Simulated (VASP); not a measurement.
Given:

```xyz
6
Lattice="2.0746 1.1978 8.8958 -2.0746 1.1978 8.8958 0.0000 -2.3955 8.8958" Properties=species:S:1:pos:R:3 pbc="T T T"
Sr     0.0000     0.0000     6.6142
Sr     0.0000     0.0000    20.0733
B      0.0000     0.0000    13.3437
Br     0.0000     0.0000     0.0000
N      0.0000     0.0000    11.9939
N      0.0000     0.0000    14.6935
```

Method: PBEsol GGA, VASP's PBE PAW potentials (set 64) (plane waves; VASP). Settings: 400 eV cut-off, 5×5×5 Γ-centred mesh, Gaussian smearing of 0.010 eV, potentials Sr_sv B Br N.

At this cut-off the stress carries a Pulay error, which pulls relaxed volumes low.

Problem. Which forces act on the atoms, in eV/Å?

Solution. 
```csv
atom,Fx,Fy,Fz
Sr1,0.000,0.000,-0.038
Sr2,0.000,0.000,0.038
B3,0.000,0.000,0.000
Br4,0.000,0.000,0.000
N5,0.000,0.000,-0.130
N6,0.000,0.000,0.130
```

Problem. Give the stress tensor in GPa (positive for a compressed cell).

Solution. 
```
-3.23   0.00   0.00
 0.00  -3.23   0.00
 0.00   0.00  -2.28
```
The pressure is its mean diagonal, -2.92 GPa.

The structure comes from a computed database's Sr2BBrN2 entry; how it stands against other phases isn't given here. The cell was not relaxed at this level.
